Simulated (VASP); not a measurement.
# Mn2C (Fm-3m) in VASP: relaxation of cell and atoms with PBE

Aim: the relaxation of cell and atoms of Mn2C with PBE.

All numbers are computed with VASP 6.6.1; they aren't measurements. Logs are shortened: lines on timing, memory, paths and dates and some standing lists are left out, and cuts for length are marked.

### Step 1. The crystal as given

Symmetry: Fm-3m, No. 225, cubic system. The conventional cell has a = 5.002 Å, b = 5.002 Å, c = 5.002 Å, α = 90.00°, β = 90.00°, γ = 90.00°. Mn (site symmetry -43m) has 4 C at 2.17 Å as nearest neighbours. C (site symmetry m-3m) has 8 Mn at 2.17 Å as nearest neighbours.

The cell was built by a generator and needn't be a form met in nature.

### Step 2. Relaxation of cell and atoms, PBE, collinear spin, ferromagnetic start

The input, INCAR:

```
ALGO     = Fast           # electronic algorithm
EDIFF    = 1E-4           # SCF threshold, eV
EDIFFG   = -0.08          # ionic threshold
ENCUT    = 520            # plane-wave cutoff, eV
GGA      = PE             # functional
IBRION   = 2              # ionic algorithm
ISIF     = 3              # what is computed and relaxed
ISMEAR   = 0              # smearing method
ISPIN    = 2              # spin polarisation
LASPH    = True           # aspherical terms in the spheres
LCHARG   = False          # write CHGCAR
LMAXMIX  = 4              # l up to which the mixer works
LORBIT   = 11             # projections on sites
LREAL    = False          # projectors in reciprocal space
LWAVE    = False          # write WAVECAR
MAGMOM   = 4 4 0          # initial moments
NELM     = 60             # most SCF steps
NSW      = 24             # ionic steps
PREC     = Normal         # precision mode
SIGMA    = 0.15           # smearing width, eV
```

The input, KPOINTS:

```
k-points
0
Gamma
  7 7 7
```

The input, POSCAR:

```
Mn2C
1.0
    0.0000000000      2.5008783000      2.5008783000
    2.5008783000      0.0000000000      2.5008783000
    2.5008783000      2.5008783000      0.0000000000
Mn C
2 1
Direct
    0.2500000000      0.2500000000      0.2500000000
    0.7500000000      0.7500000000      0.7500000000
    0.0000000000      0.0000000000      0.0000000000
```

Potentials or basis: VASP PAW PBE potentials, release 64 (Mn_pv, C).

Launch:

```console
$ cat potpaw_PBE.64/Mn_pv/POTCAR potpaw_PBE.64/C/POTCAR > POTCAR
$ mpirun -np 1 vasp_std > vasp.out
```

OUTCAR:

```text
EDIFF = 1E-4
   EDIFFG = -0.08
   ENCUT = 520
   GGA = PE
   IBRION = 2
   ISIF = 3
   ISMEAR = 0
   ISPIN = 2
   LASPH = True
   LORBIT = 11
   LREAL = False
   NELM = 60
   NSW = 24
   PREC = Normal

 ion  position               nearest neighbor table
   1  0.250  0.250  0.250-   3 2.17   3 2.17   3 2.17   3 2.17   2 2.50   2 2.50   2 2.50   2 2.50
                             2 2.50   2 2.50
   2  0.750  0.750  0.750-   3 2.17   3 2.17   3 2.17   3 2.17   1 2.50   1 2.50   1 2.50   1 2.50
                             1 2.50   1 2.50
   3  0.000  0.000  0.000-   2 2.17   2 2.17   2 2.17   1 2.17   2 2.17   1 2.17   1 2.17   1 2.17

  LATTYP: Found a face centered cubic cell.
 ALAT       =     5.0017566000

  Lattice vectors:

 A1 = (   0.0000000000,   2.5008783000,   2.5008783000)
 A2 = (   2.5008783000,   0.0000000000,   2.5008783000)
 A3 = (   2.5008783000,   2.5008783000,   0.0000000000)

Analysis of symmetry for initial positions (statically):
=====================================================================
 Subroutine PRICEL returns:
 Original cell was already a primitive cell.

 Routine SETGRP: Setting up the symmetry group for a
 face centered cubic supercell.

 Subroutine GETGRP returns: Found 48 space group operations
 (whereof 48 operations were pure point group operations)
 out of a pool of 48 trial point group operations.

The static configuration has the point symmetry O_h .

Analysis of symmetry for dynamics (positions and initial velocities):
=====================================================================
 Subroutine PRICEL returns:
 Original cell was already a primitive cell.

 Routine SETGRP: Setting up the symmetry group for a
 face centered cubic supercell.

 Subroutine GETGRP returns: Found 48 space group operations
 (whereof 48 operations were pure point group operations)
 out of a pool of 48 trial point group operations.

The dynamic configuration has the point symmetry O_h .

Analysis of structural, dynamic, and magnetic symmetry:
=====================================================================
 Subroutine PRICEL returns:
 Original cell was already a primitive cell.

 Routine SETGRP: Setting up the symmetry group for a
 face centered cubic supercell.

 Subroutine GETGRP returns: Found 48 space group operations
 (whereof 48 operations were pure point group operations)
 out of a pool of 48 trial point group operations.

The overall configuration has the point symmetry O_h .

 Subroutine INISYM returns: Found 48 space group operations
 (whereof 48 operations are pure point group operations),
 and found     1 'primitive' translations

----------------------------------------------------------------------------------------

                                     Primitive cell

  volume of cell :      31.2829

  direct lattice vectors                    reciprocal lattice vectors
     0.000000000  2.500878300  2.500878300    -0.199929761  0.199929761  0.199929761
     2.500878300  0.000000000  2.500878300     0.199929761 -0.199929761  0.199929761
     2.500878300  2.500878300  0.000000000     0.199929761  0.199929761 -0.199929761

  length of vectors
     3.536776010  3.536776010  3.536776010     0.346288503  0.346288503  0.346288503

  position of ions in fractional coordinates (direct lattice)
     0.250000000  0.250000000  0.250000000
     0.750000000  0.750000000  0.750000000
     0.000000000  0.000000000  0.000000000

  ion indices of the primitive-cell ions
   primitive index   ion index
                 1           1
                 2           2
                 3           3

----------------------------------------------------------------------------------------

 KPOINTS: k-points

Automatic generation of k-mesh.
 Grid dimensions read from file:
 generate k-points for:    7    7    7

 Generating k-lattice:

  Cartesian coordinates                     Fractional coordinates (reciprocal lattice)
    -0.028561394  0.028561394  0.028561394     0.142857143  0.000000000  0.000000000
     0.028561394 -0.028561394  0.028561394     0.000000000  0.142857143  0.000000000
     0.028561394  0.028561394 -0.028561394     0.000000000  0.000000000  0.142857143

  Length of vectors
     0.049469786  0.049469786  0.049469786

  Shift w.r.t. Gamma in fractional coordinates (k-lattice)
     0.000000000  0.000000000  0.000000000

 Subroutine IBZKPT returns following result:
 ===========================================

 Found     20 irreducible k-points:

 Following reciprocal coordinates:
            Coordinates               Weight
  0.000000  0.000000  0.000000      1.000000
  0.142857  0.000000  0.000000      8.000000
  0.285714  0.000000  0.000000      8.000000
  0.428571  0.000000  0.000000      8.000000
  0.142857  0.142857  0.000000      6.000000
  0.285714  0.142857  0.000000     24.000000
[... 12 lines left out ...]
 -0.428571  0.428571  0.142857     24.000000
 -0.285714  0.428571  0.142857     24.000000
   k-points           NKPTS =     20   k-points in BZ     NKDIM =     20   number of bands    NBANDS=     23
   number of dos      NEDOS =    301   number of ions     NIONS =      3
   total plane-waves  NPLWV =   8000
   dimension x,y,z NGX =    20 NGY =   20 NGZ =   20
   dimension x,y,z NGXF=    40 NGYF=   40 NGZF=   40
   ions per type =               2   1
   NGX,Y,Z   is equivalent  to a cutoff of   9.40,  9.40,  9.40 a.u.
   NGXF,Y,Z  is equivalent  to a cutoff of  18.80, 18.80, 18.80 a.u.
 SYSTEM =  unknown system
   PREC   = normal    normal or accurate (medium, high low for compatibility)
   ISTART =      0    job   : 0-new  1-cont  2-samecut
   ICHARG =      2    charge: 1-file 2-atom 10-const
   ISPIN  =      2    spin polarized calculation?
   LNONCOLLINEAR =      F non collinear calculations
   LSORBIT =      F    spin-orbit coupling
   LASPH  =      T    aspherical Exc in radial PAW
   ENCUT  =  520.0 eV  38.22 Ry    6.18 a.u.   6.58  6.58  6.58*2*pi/ulx,y,z
   NELM   =     60;   NELMIN=  2; NELMDL= -5     # of ELM steps
   EDIFF  = 0.1E-03   stopping-criterion for ELM
   LREAL  =      F    real-space projection
   EDIFFG = -.8E-01   stopping-criterion for IOM
   NSW    =     24    number of steps for IOM
   IBRION =      2    ionic relax: 0-MD 1-quasi-New 2-CG
   NFREE  =      1    steps in history (QN), initial steepest desc. (CG)
   ISIF   =      3    stress and relaxation
   ISYM   =      2    0-nonsym 1-usesym 2-fastsym
   POTIM  = 0.5000    time-step for ionic-motion
   TEBEG  =    0.0;   TEEND  =   0.0 temperature during run
   PSTRESS=    0.0 pullay stress
   NELECT =      30.0000    total number of electrons
   NUPDOWN=      -1.0000    fix difference up-down
   EMIN   =  10.00;   EMAX   =-10.00  energy-range for DOS
   EFERMI =   0.00;   METHOD = LEGACY
   ISMEAR =     0;   SIGMA  =   0.15  broadening in eV -4-tet -1-fermi 0-gaus
   EFERMI_NEDOS =   21; number of points for ismear=-14 and -15
   IALGO  =     68    algorithm
   IMIX   =      4    mixing-type and parameters
     AMIX     =   0.40;   BMIX     =  1.00
     AMIX_MAG =   1.60;   BMIX_MAG =  1.00
  volume/ion in A,a.u.               =      10.43        70.37
  Fermi-wavevector in a.u.,A,eV,Ry     =   1.614406  3.050784 35.460944  2.606306
  Thomas-Fermi vector in A             =   2.709320
   LORBIT       =     11    0 simple, 1 ext, 2 COOP (PROOUT), +10 PAW based schemes
   GGA     = PE    functional components
   LHFCALC =     F    Hartree Fock is set to
   AEXX    =    0.0000 exact exchange contribution
   IVDW    =     0    specifies the selected vdW correction
   LEPSILON=     F    determine dielectric tensor
   LRPA    =     F    only Hartree local field effects (RPA)
 conjugate gradient relaxation of ions
 spin polarized calculation
 RMM-DIIS sequential band-by-band and
 Gauss-broadening in eV      SIGMA  =   0.15
  energy-cutoff  :      520.00
  volume of cell :       31.28
 maximum number of plane-waves:       869
   NGX = 13   NGY = 13   NGZ = 13

--------------------------------------- Ionic step        1  -------------------------------------------

 number of electron      30.0000146 magnetization       4.5660774

 Free energy of the ion-electron system (eV)
  ---------------------------------------------------
  ext. energy  EPLUGINS =         0.00000000
  ---------------------------------------------------
  free energy    TOTEN  =       -26.64749845 eV

  energy without entropy =      -26.62869925  energy(sigma->0) =      -26.63809885

------------------------ aborting loop because EDIFF is reached ----------------------------------------

  FORCE on cell =-STRESS in cart. coord.  units (eV):
  Direction    XX          YY          ZZ          XY          YZ          ZX
  --------------------------------------------------------------------------------------
  -------------------------------------------------------------------------------------
  Total       -2.2172385     -2.2172385     -2.2172385      0.0000000      0.0000000      0.0000000
  in kB     -113.5573696   -113.5573696   -113.5573696      0.0000000      0.0000000      0.0000000
  external PRESSURE =    -113.5573696 kB  Pullay stress =       0.0000000 kB
[... 22 lines left out ...]
  energy  without entropy=      -26.6286992477  energy(sigma->0) =      -26.63809885

--------------------------------------- Ionic step        2  -------------------------------------------

 number of electron      29.9999896 magnetization       3.9962800

 E-fermi :  10.4204     XC(G=0): -13.5773

 val. band max:       10.4053591319   @ k =   0.2857   0.2857   0.0000
 cond. band min:      10.4303081558   @ k =   0.4286   0.0000   0.0000
 fundamental gap:      0.0249490240
 Fermi energy:        10.4203969611

 spin component 1

 k-point     1 :       0.0000    0.0000    0.0000
  band No.  band energies     occupation
      1     -38.8045      1.00000
      2     -38.8045      1.00000
      3     -38.8045      1.00000
      4     -38.4104      1.00000
      5     -38.4104      1.00000
      6     -38.4104      1.00000
[... 1066 lines left out ...]
  energy  without entropy=      -26.6214014844  energy(sigma->0) =      -26.63498483

--------------------------------------- Ionic step        3  -------------------------------------------

 number of electron      29.9999970 magnetization       4.3380224

 Free energy of the ion-electron system (eV)
  ---------------------------------------------------
  ext. energy  EPLUGINS =         0.00000000
  ---------------------------------------------------
  free energy    TOTEN  =       -26.70799709 eV

  energy without entropy =      -26.68395347  energy(sigma->0) =      -26.69597528

 E-fermi :   9.6725     XC(G=0): -13.2548

 val. band max:        9.6564338367   @ k =  -0.1429   0.1429   0.0000
 cond. band min:       9.7011655018   @ k =   0.4286   0.1429   0.0000
 fundamental gap:      0.0447316652
 Fermi energy:         9.6725129412

 spin component 1

 k-point     1 :       0.0000    0.0000    0.0000
  band No.  band energies     occupation
      1     -39.5482      1.00000
      2     -39.5482      1.00000
      3     -39.5482      1.00000
      4     -39.2169      1.00000
      5     -39.2169      1.00000
      6     -39.2169      1.00000
[... 1062 lines left out ...]
  FREE ENERGIE OF THE ION-ELECTRON SYSTEM (eV)
  ---------------------------------------------------
  free  energy   TOTEN  =       -26.7079970857 eV

  energy  without entropy=      -26.6839534671  energy(sigma->0) =      -26.69597528

 reached required accuracy - stopping structural energy minimisation

 total charge

# of ion       s       p       d       tot
------------------------------------------
    1        0.341   6.372   5.234  11.947
    2        0.341   6.372   5.234  11.947
    3        0.849   1.470   0.000   2.319
--------------------------------------------------
tot          1.531  14.214  10.468  26.213

 magnetization (x)

# of ion       s       p       d       tot
------------------------------------------
    1        0.015   0.030   2.143   2.189
    2        0.015   0.030   2.143   2.189
    3       -0.012  -0.124   0.000  -0.136
--------------------------------------------------
tot          0.018  -0.064   4.287   4.241
```

Wall time 19 s (1 thread of Intel Xeon 6975P-C (Granite Rapids), shared host); peak memory 0.15 GiB.

Results:

- Free energy: -26.7080 eV
- Relaxed volume: 9.88 Å³/atom
- Relaxed cell: a = 3.474 Å, b = 3.474 Å, c = 3.474 Å, α = 60.00°, β = 60.00°, γ = 60.00°
- Space group after relaxing (to 0.05 Å): Fm-3m (No. 225)
- Energy gained by relaxing: 20.2 meV/atom
- Ionic steps: 3
- Pressure after relaxing: 0.4 GPa
- Band gap on the k mesh: none (metal or under the smearing width)
- Net moment: 4.34 μB per cell
- Site moments: Mn +2.19; C -0.14 μB
- Valence electrons inside the program's atomic spheres: Mn 11.95; C 2.32

The path:
| step | energy change (eV) | largest force (eV/Å) | pressure (GPa) | volume (Å³) |
| --- | --- | --- | --- | --- |
| 1 | 0.0000 | 0.0000 | -11.36 | 31.28 |
| 2 | -0.0011 | 0.0000 | 12.00 | 28.05 |
| 3 | -0.0605 | 0.0000 | 0.36 | 29.65 |

Final structure:
```xyz
3
Lattice="0.0000 2.4566 2.4566 2.4566 0.0000 2.4566 2.4566 2.4566 0.0000" Properties=species:S:1:pos:R:3 pbc="T T T"
Mn    1.2283    1.2283    1.2283
Mn    3.6849    3.6849    3.6849
C     0.0000    0.0000    0.0000
```

Caveat: the relaxation stopped at a loose force limit of 0.08 eV/Å, so its end isn't a converged minimum.
